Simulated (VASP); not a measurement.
FSiH3: atomic charges with PBE+TS

The system is FSiH3, in a box.

```
F Si H
1.0
    12.00000    0.00000    0.00000
     0.00000   12.00000    0.00000
     0.00000    0.00000   12.00000
F Si H
1 1 3
Direct
  0.41129 0.51634 0.59874
  0.52111 0.50116 0.52468
  0.48685 0.48672 0.40693
  0.58155 0.40128 0.56487
  0.59088 0.60222 0.53752
```

| Quantity | Value |
| --- | --- |
| Program | VASP 6.6.1 |
| Task | atomic charges |
| Functional | PBE |
| Dispersion | TS |
| Potentials or basis | VASP PAW PBE potentials, release 64 (F, Si, H) |
| Cutoff | 520 eV |
| k mesh | 1 × 1 × 1 |
| Occupations | gaussian, width 0.01 eV |
| Spin | no spin polarisation |
| Further INCAR settings | ALGO = Fast; EDIFF = 1e-07 |

```yaml
Largest_force: 0.739 eV/Å
Gap_between_the_frontier_levels: 7.10 eV
Valence_electrons_inside_the_program's_atomic_spheres: F 6.14; Si 1.71; H 0.60
Hirshfeld_charges: F -0.19; Si +0.39; H -0.07 e
Dispersion_energy_per_atom: -0.001 eV
```

Forces on the atoms (eV/Å):
```
F   -0.609  0.084  0.410
Si   0.489 -0.068 -0.331
H   -0.038 -0.017 -0.139
H    0.073 -0.119  0.046
H    0.085  0.120  0.014
```

Levels at points of the mesh, in eV from the valence-band top:
| k point | band 5 | band 6 | band 7 | band 8 | band 9 | band 10 |
| --- | --- | --- | --- | --- | --- | --- |
| (0.00, 0.00, 0.00) | -2.37 | 0.00 | 0.00 | 7.10 | 7.82 | 8.51 |

Wall time 120 s on 1 thread of Intel(R) Xeon(R) 6975P-C (Granite Rapids), on a shared host, peak memory 1.2 GiB.

As with any semilocal functional, this PBE gap is likely too small.
